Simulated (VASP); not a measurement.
Consider the following.

```
NbP
1.0
    3.33093     0.00000     0.00000
   -1.66547     2.88467     0.00000
    0.00000     0.00000     3.32349
Nb P
1 1
Direct
  0.00000   0.00000   0.00000
  0.66667   0.33333   0.50000
```

Calculation: r2SCAN meta-GGA, VASP's PBE PAW potentials (set 64) (plane waves; VASP). Run with 400 eV cut-off, 14×14×12 Γ-centred mesh, tetrahedra with Blöchl corrections, potentials Nb_sv P.

Q: Give the energies of bands 6 to 12 at the high-symmetry points, in eV from the Fermi level.

A: 
| band | Γ | M | K | A | L | H |
|---|---|---|---|---|---|---|
| 6 | -2.79 | -6.20 | -5.47 | -6.90 | -5.15 | -5.74 |
| 7 | -2.17 | -2.97 | -4.22 | -1.50 | -4.38 | -4.74 |
| 8 | -2.17 | -2.35 | -2.84 | -1.50 | -3.31 | -2.44 |
| 9 | -0.28 | -0.57 | -0.01 | -0.22 | -0.06 | -0.07 |
| 10 | 1.95 | 1.18 | 1.18 | -0.22 | 3.14 | 3.28 |
| 11 | 1.95 | 3.37 | 2.13 | 2.81 | 3.61 | 4.68 |
| 12 | 4.97 | 3.98 | 2.16 | 3.78 | 4.64 | 5.41 |

It has no gap at this level: it comes out as a metal or semimetal.

The structure was generated: NbP was put into the WC type (P-6m2), which need not be its known phase. It was relaxed first.
